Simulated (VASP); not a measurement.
Input for VASP

### INCAR
```
SYSTEM = CeO2
PREC = Accurate
ENCUT = 360
EDIFF = 1E-6
NELM = 100
ALGO = Normal
LREAL = .FALSE.
LASPH = .TRUE.
ISMEAR = 0
SIGMA = 0.05
GGA = PS
LMAXMIX = 6
LWAVE = .FALSE.
LCHARG = .FALSE.
ISIF = 2
```

### KPOINTS
```
Regular mesh
0
G
 10 10 10
```

### POSCAR
```
CeO2
1
    0.0000000000     2.7337250000     2.7337250000
    2.7337250000     0.0000000000     2.7337250000
    2.7337250000     2.7337250000     0.0000000000
Ce O
1 2
Direct
  0.0000000000   0.0000000000   0.0000000000
  0.2500000000   0.2500000000   0.2500000000
  0.7500000000   0.7500000000   0.7500000000
```

POTCAR, in this order: Ce O (PBE.64 set). Program: vasp_std.

**Question.** Write an equivalent input for Ansatz.

**Answer.** One equivalent input (not run):
Ansatz 0.2 input:
```yaml
crystal:
  lattice:
    - [0.0000000, 2.7337250, 2.7337250]
    - [2.7337250, 0.0000000, 2.7337250]
    - [2.7337250, 2.7337250, 0.0000000]
  atoms:
    - { symbol: Ce, position: [0.0000000, 0.0000000, 0.0000000] }
    - { symbol: O, position: [0.2500000, 0.2500000, 0.2500000] }
    - { symbol: O, position: [0.7500000, 0.7500000, 0.7500000] }
kpoints:
  mp_grid: { grid: [10, 10, 10] }
hamiltonian:
  xc: pbesol
  pseudopotentials: { kind: paw }
scf:
  occupations: { method: gaussian, width: 0.05 }
  max_iter: 100
output: { forces: true, stress: true, eigenvalues: true }
```
Limits of the translation: each code has its own PAW files, so the cut-off isn't converted (ENCUT is set for VASP's; basis.ecutwfc is left out, and Ansatz then takes the one that its files recommend); Ansatz stops its SCF on the density residual and VASP on the energy change (EDIFF).

The structure comes from a computed database's CeO2 entry; how it stands against other phases isn't given here. The cell was not relaxed at this level. The run is one of a series of settings (ENCUT = 360 against the base run), some of them coarse on purpose.
